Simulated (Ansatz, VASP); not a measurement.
## SiO2 in two plane-wave programs

Aim: how closely do two programs agree when they are given the same cell, functional and k mesh? The cell is taken from a series of runs on this material, whose earlier steps may have relaxed, scaled, displaced or heated it; both programs get it as it stands.

Program: Ansatz 0.2.0. Level of theory: plane waves, with VASP 6.6.1 beside it; zone-centre phonons at LDA. Results are calculated unless marked as measured.

## 1. Starting point

Symmetry: P4_2/mnm, No. 136, tetragonal system. The conventional cell has a = 4.222 Å, b = 4.222 Å, c = 2.680 Å, α = 90.00°, β = 90.00°, γ = 90.00°. Nearest to O lie 3 Si at 1.77 to 1.84 Å. Nearest to Si lie 6 O at 1.77 to 1.84 Å. Farther neighbours and most contacts between anions are not listed.

As a file:

```xyz
6
Lattice="4.2222 0.0000 0.0000 0.0000 4.2222 0.0000 0.0000 0.0000 2.6802" Properties=species:S:1:pos:R:3 pbc="T T T"
O     2.9247    2.9247    0.0000
O     0.8136    3.4087    1.3401
O     1.2976    1.2976    0.0000
O     3.4087    0.8136    1.3401
Si    2.1111    2.1111    1.3401
Si    0.0000    0.0000    0.0000
```

## 2. VASP: zone-centre phonons, LDA

Second derivatives magnify differences that forces hide, and they need a tight electronic threshold.

Lines of VASP's logs that name or quote its potential files are left out, and so is its time.

Contents of INCAR:

```
SYSTEM = SiO2
PREC = Accurate
ENCUT = 600
EDIFF = 1E-08
NELM = 120
ISMEAR = 0
SIGMA = 0.01
LREAL = .FALSE.
ALGO = Normal
GGA = CA
NBANDS = 22
LORBIT = 11
LWAVE = .FALSE.
LCHARG = .FALSE.
ISIF = 2
IBRION = 8
LEPSILON = .TRUE.
LASPH = .TRUE.
GGA_COMPAT = .FALSE.
EFERMI = MIDGAP
KPAR = 2
```

Contents of POSCAR:

```
SiO2
1.0
    4.2222443090      0.0000000000      0.0000000000
    0.0000000000      4.2222443090      0.0000000000
    0.0000000000      0.0000000000      2.6802309395
O Si
4 2
Direct
    0.6926837323      0.6926837323      0.0000000000
    0.1926837323      0.8073162677      0.5000000000
    0.3073162677      0.3073162677      0.0000000000
    0.8073162677      0.1926837323      0.5000000000
    0.5000000000      0.5000000000      0.5000000000
    0.0000000000      0.0000000000      0.0000000000
```

Contents of KPOINTS:

```
Automatic mesh
0
Gamma
8 8 8
0 0 0
```

PAW data sets: O and Si (LDA family, release 64).

Run with:

```
mpirun -np 2 vasp_std
```

Numbers of over 12 decimals in the logs are rounded to 6 here.

What it wrote:

```text
[banner, memory and clock lines left out]
running    2 mpi-ranks, on    1 nodes
 distrk:  each k-point on    1 cores,    2 groups
 distr:  one band on    1 cores,    1 groups

 POSCAR found type information on POSCAR O Si
 POSCAR found :  2 types and       6 ions
 LDA part: xc-table for (Slater(with rela. corr.)+CA(PZ))
 , standard interpolation
 POSCAR, INCAR and KPOINTS ok, starting setup
 FFT: planning ... GRIDC
 FFT: planning ... GRID_SOFT
 FFT: planning ... GRID
 WAVECAR not read
 entering main loop
       N       E                     dE             d eps       ncg     rms          rms(c)
DAV:   1     0.162604027927E+03    0.16260E+03   -0.19553E+04  3308   0.157E+03
DAV:   2    -0.488596790791E+02   -0.21146E+03   -0.20342E+03  4306   0.320E+02
DAV:   3    -0.566973224524E+02   -0.78376E+01   -0.78079E+01  4200   0.618E+01
DAV:   4    -0.567561622871E+02   -0.58840E-01   -0.58807E-01  4146   0.620E+00
DAV:   5    -0.567567462596E+02   -0.58397E-03   -0.58392E-03  4116   0.595E-01    0.174E+01
DAV:   6    -0.520257209833E+02    0.47310E+01   -0.16905E+01  3918   0.277E+01    0.823E+00
DAV:   7    -0.519696513539E+02    0.56070E-01   -0.52799E-01  3942   0.479E+00    0.295E+00
DAV:   8    -0.519385445684E+02    0.31107E-01   -0.19237E-02  3954   0.135E+00    0.107E+00
DAV:   9    -0.519330933295E+02    0.54512E-02   -0.48197E-03  4038   0.666E-01    0.225E-01
DAV:  10    -0.519331125611E+02   -0.19232E-04   -0.37313E-04  3984   0.159E-01    0.600E-02
DAV:  11    -0.519330962254E+02    0.16336E-04   -0.49716E-05  4068   0.550E-02    0.215E-02
DAV:  12    -0.519330951268E+02    0.10986E-05   -0.83607E-06  3882   0.207E-02    0.680E-03
DAV:  13    -0.519330951351E+02   -0.83328E-08   -0.38656E-07  4080   0.505E-03    0.212E-03
DAV:  14    -0.519330951289E+02    0.62328E-08   -0.51584E-08  3900   0.166E-03
   1 F= -.51933095E+02 E0= -.51933095E+02  d E =0.000000E+00
 Linear response reoptimize wavefunctions to high precision
DAV:   1    -0.519330951277E+02    0.11851E-08   -0.28029E-09  2808   0.460E-04
DAV:   2    -0.519330951278E+02   -0.31832E-10   -0.35042E-10  2370   0.144E-04
 Linear response G [H, r] |phi>, progress :
  Direction:   1
       N       E                     dE             d eps       ncg     rms
RMM:   1    -0.138440387653E+03   -0.13844E+03    0.23787E+00  7537   0.986E+01
RMM:   2    -0.116330724885E+03    0.22110E+02   -0.92513E+00  5503   0.216E+01
RMM:   3    -0.116387922263E+03   -0.57197E-01   -0.10630E-01  5741   0.213E+00
RMM:   4    -0.116389603619E+03   -0.16814E-02   -0.15364E-03  6020   0.264E-01
RMM:   5    -0.116389653112E+03   -0.49493E-04   -0.39780E-05  6071   0.394E-02
RMM:   6    -0.116389656486E+03   -0.33734E-05   -0.16610E-05  6143   0.842E-03
RMM:   7    -0.116389656714E+03   -0.22817E-06   -0.20440E-05  6154   0.422E-03
RMM:   8    -0.116389656594E+03    0.11972E-06   -0.27300E-05  5016   0.359E-03
RMM:   9    -0.116389656971E+03   -0.37669E-06   -0.36928E-05  4098   0.352E-03
RMM:  10    -0.116389656937E+03    0.33852E-07   -0.13605E-04  3848   0.352E-03
RMM:  11    -0.116389656913E+03    0.23445E-07   -0.31058E-04  3838   0.352E-03
 Linear response G [H, r] |phi>, progress :
  Direction:   2
       N       E                     dE             d eps       ncg     rms
RMM:   1    -0.138423111570E+03   -0.13842E+03    0.43991E+01  7563   0.995E+01
RMM:   2    -0.113233121445E+03    0.25190E+02   -0.10511E+01  5575   0.231E+01
RMM:   3    -0.113310300076E+03   -0.77179E-01   -0.11502E-01  5776   0.225E+00
RMM:   4    -0.113312288013E+03   -0.19879E-02   -0.17545E-03  6061   0.286E-01
RMM:   5    -0.113312343432E+03   -0.55419E-04   -0.40194E-05  6114   0.419E-02
RMM:   6    -0.113312347229E+03   -0.37970E-05   -0.15569E-05  6214   0.903E-03
RMM:   7    -0.113312347516E+03   -0.28726E-06   -0.17790E-05  6168   0.464E-03
RMM:   8    -0.113312347567E+03   -0.51194E-07   -0.21020E-05  5059   0.399E-03
RMM:   9    -0.113312347784E+03   -0.21684E-06   -0.14273E-05  4096   0.392E-03
RMM:  10    -0.113312348579E+03   -0.79506E-06    0.37240E-05  3834   0.393E-03
RMM:  11    -0.113312351207E+03   -0.26281E-05    0.74684E-05  3851   0.392E-03
 Linear response G [H, r] |phi>, progress :
  Direction:   3
       N       E                     dE             d eps       ncg     rms
RMM:   1    -0.133930124280E+03   -0.13393E+03    0.32366E+01  7281   0.954E+01
 LRF_COMMUTATOR internal error: the vector H(1)-e(1) S(1) |phi(0)> is not orthog
 onal to |phi(0)> (-1.035009258643638E-004,7.433290094560618E-014)
 LRF_COMMUTATOR internal error: the vector H(1)-e(1) S(1) |phi(0)> is not orthog
 onal to |phi(0)> (1.035009260152986E-004,-3.985700658404312E-014)
 LRF_COMMUTATOR internal error: the vector H(1)-e(1) S(1) |phi(0)> is not orthog
 onal to |phi(0)> (-1.070768051559812E-004,6.716502354287002E-014)
 LRF_COMMUTATOR internal error: the vector H(1)-e(1) S(1) |phi(0)> is not orthog
 onal to |phi(0)> (1.070768054772242E-004,-1.014865275150711E-013)
[...]
Linear response to external field, progress :
  Direction:   1
       N       E                     dE             d eps       ncg     rms          rms(c)
RMM:   1    -0.329234788636E+00   -0.32923E+00   -0.91662E-01 10138   0.294E+00
RMM:   2    -0.332753335298E+00   -0.35185E-02   -0.63122E-03  9317   0.447E-01    0.103E+00
[...]
RMM:   7    -0.359777844452E+00   -0.64090E-04   -0.28457E-07  6021   0.291E-03    0.381E-04
RMM:   8    -0.359788084633E+00   -0.10240E-04   -0.18068E-08  6095   0.630E-04    0.153E-04
RMM:   9    -0.359788518411E+00   -0.43378E-06   -0.58386E-08  5067   0.304E-04    0.140E-05
RMM:  10    -0.359788904100E+00   -0.38569E-06   -0.69775E-08  3094   0.199E-04    0.752E-06
 change of polarisation eV/A/(eV/A) component  3 :    -0.059    -0.045     0.679
 dielectric tensor                  component  3 :    -0.222    -0.172     3.570
 Linear response DOF=           4
 Linear response progress:
  Degree of freedom:   1/  4
       N       E                     dE             d eps       ncg     rms          rms(c)
RMM:   1    -0.376512706253E+00   -0.37651E+00    0.31011E-01 14052   0.380E+00
RMM:   2    -0.368513263493E+00    0.79994E-02   -0.92304E-03 12790   0.598E-01    0.227E-01
RMM:   3    -0.369536517359E+00   -0.10233E-02   -0.14186E-03 12010   0.213E-01    0.123E-01
RMM:   4    -0.371272639089E+00   -0.17361E-02   -0.10005E-03 12482   0.166E-01    0.340E-02
RMM:   5    -0.371408368736E+00   -0.13573E-03   -0.31420E-05 13376   0.333E-02    0.122E-02
RMM:   6    -0.371442777846E+00   -0.34409E-04   -0.88957E-07 13641   0.718E-03    0.266E-03
RMM:   7    -0.371456008813E+00   -0.13231E-04   -0.11388E-06 13623   0.303E-03    0.714E-04
RMM:   8    -0.371447379464E+00    0.86293E-05    0.81792E-08 13567   0.129E-03    0.210E-04
RMM:   9    -0.371447614100E+00   -0.23464E-06   -0.11613E-07 13775   0.254E-04    0.884E-05
RMM:  10    -0.371447598438E+00    0.15662E-07   -0.13660E-07 13802   0.176E-04    0.175E-05
RMM:  11    -0.371447638661E+00   -0.40223E-07   -0.21572E-07 13919   0.139E-04    0.512E-06
RMM:  12    -0.371447610672E+00    0.27989E-07   -0.18485E-07 13844   0.124E-04    0.159E-06
RMM:  13    -0.371447628891E+00   -0.18218E-07   -0.14597E-07 12790   0.121E-04    0.487E-07
RMM:  14    -0.371447628820E+00    0.70798E-10   -0.12421E-07 10696   0.120E-04    0.157E-07
RMM:  15    -0.371447630728E+00   -0.19079E-08   -0.13859E-07  9934   0.119E-04    0.461E-08
 first order change of Fermi-energy  -0.14813E+00
 force on displaced ion       1 direction 1 : -20.620  -9.282   0.000
 Born effective charge ion    1 direction 1 :  -1.901  -0.568   0.000
 Linear response progress:
  Degree of freedom:   2/  4
       N       E                     dE             d eps       ncg     rms          rms(c)
RMM:   1    -0.353066521311E+00   -0.35307E+00    0.35780E-01 12179   0.383E+00
RMM:   2    -0.346766564985E+00    0.63000E-02   -0.79818E-03 10972   0.556E-01    0.230E-01
RMM:   3    -0.348046401467E+00   -0.12798E-02   -0.85938E-04  9857   0.185E-01    0.124E-01
RMM:   4    -0.350240011975E+00   -0.21936E-02   -0.88008E-04 10128   0.178E-01    0.225E-02
RMM:   5    -0.350136489409E+00    0.10352E-03   -0.37198E-05 11419   0.371E-02    0.289E-03
RMM:   6    -0.350179861916E+00   -0.43373E-04   -0.46211E-07 11984   0.530E-03    0.109E-03
RMM:   7    -0.350172485480E+00    0.73764E-05    0.14673E-07 11868   0.135E-03    0.152E-04
RMM:   8    -0.350173159934E+00   -0.67445E-06    0.13093E-08 12042   0.290E-04    0.702E-05
RMM:   9    -0.350173279319E+00   -0.11938E-06    0.11093E-08 12097   0.163E-04    0.989E-06
RMM:  10    -0.350173506422E+00   -0.22710E-06    0.15936E-08 11303   0.134E-04    0.569E-06
RMM:  11    -0.350173482105E+00    0.24317E-07    0.13917E-08 11605   0.125E-04    0.908E-07
RMM:  12    -0.350173481367E+00    0.73835E-09    0.29987E-08  9120   0.122E-04    0.198E-07
 first order change of Fermi-energy   0.31550E-03
 force on displaced ion       1 direction 3 :  -0.002  -0.002 -18.914
 Born effective charge ion    1 direction 3 :  -0.000  -0.000  -2.024
 Linear response progress:
  Degree of freedom:   3/  4
       N       E                     dE             d eps       ncg     rms          rms(c)
RMM:   1    -0.321507605269E-01   -0.32151E-01    0.10952E-01 21911   0.184E+00
RMM:   2    -0.233226362101E-01    0.88281E-02   -0.45249E-03 12889   0.486E-01    0.156E-01
RMM:   3    -0.225644974969E-01    0.75814E-03   -0.55263E-04 13301   0.110E-01    0.997E-02
RMM:   4    -0.220879016512E-01    0.47660E-03   -0.35504E-04 13343   0.122E-01    0.211E-02
RMM:   5    -0.220619253995E-01    0.25976E-04    0.10165E-05 13481   0.256E-02    0.761E-03
RMM:   6    -0.220645007336E-01   -0.25753E-05    0.62661E-06 13178   0.800E-03    0.157E-03
RMM:   7    -0.220662844150E-01   -0.17837E-05    0.16662E-06 13606   0.122E-03    0.662E-04
RMM:   8    -0.220682103971E-01   -0.19260E-05    0.14100E-07 13440   0.610E-04    0.811E-05
RMM:   9    -0.220683655205E-01   -0.15512E-06   -0.18515E-07 13667   0.143E-04    0.344E-05
RMM:  10    -0.220684327798E-01   -0.67259E-07   -0.33068E-07 13663   0.704E-05    0.823E-06
RMM:  11    -0.220683876038E-01    0.45176E-07   -0.96295E-08 13848   0.493E-05    0.207E-06
RMM:  12    -0.220683764473E-01    0.11157E-07   -0.64390E-08 12977   0.438E-05    0.782E-07
RMM:  13    -0.220683744899E-01    0.19574E-08   -0.43894E-08 10627   0.419E-05    0.189E-07
 first order change of Fermi-energy  -0.44247E-05
 force on displaced ion       5 direction 1 : -29.305  -9.553   0.000
 Born effective charge ion    5 direction 1 :   3.801  -0.392   0.000
 Linear response progress:
  Degree of freedom:   4/  4
       N       E                     dE             d eps       ncg     rms          rms(c)
RMM:   1    -0.185965247644E-01   -0.18597E-01    0.37115E-02 10343   0.124E+00
RMM:   2    -0.162072769835E-01    0.23892E-02   -0.11887E-03  7678   0.227E-01    0.193E-01
RMM:   3    -0.161356358380E-01    0.71641E-04   -0.11185E-04  7920   0.622E-02    0.114E-01
RMM:   4    -0.162225941034E-01   -0.86958E-04   -0.14942E-04  7802   0.693E-02    0.844E-03
RMM:   5    -0.161925889397E-01    0.30005E-04   -0.44278E-06  7874   0.119E-02    0.200E-03
RMM:   6    -0.161911799314E-01    0.14090E-05   -0.68332E-08  8130   0.115E-03    0.571E-04
RMM:   7    -0.161895078854E-01    0.16720E-05   -0.27250E-08  8160   0.520E-04    0.119E-04
RMM:   8    -0.161892487339E-01    0.25915E-06   -0.11970E-09  8212   0.122E-04    0.474E-05
RMM:   9    -0.161893041927E-01   -0.55459E-07    0.44593E-09  8274   0.502E-05    0.210E-06
RMM:  10    -0.161893007582E-01    0.34345E-08    0.40771E-09  7524   0.347E-05    0.105E-06
 first order change of Fermi-energy   0.22228E-05
 force on displaced ion       5 direction 3 :   0.000   0.000 -22.415
 Born effective charge ion    5 direction 3 :   0.000   0.000   4.047
 Born effective charges drift removed
 Linear response finished
```

(Part 1 of 3 ends here.)

[Lines on the potential files, build, host, timing and source positions are cut from VASP's logs without a mark.]

[Logs are printed without paths, hosts, clocks, repeated set-up lines and the standing remarks that a program may print on its own settings, such as how far it seeks lower states.]

[Hosts, paths, dates, database ids (printed as entryN), source tags and the programs' standing remarks are cut or masked in the printed files.]
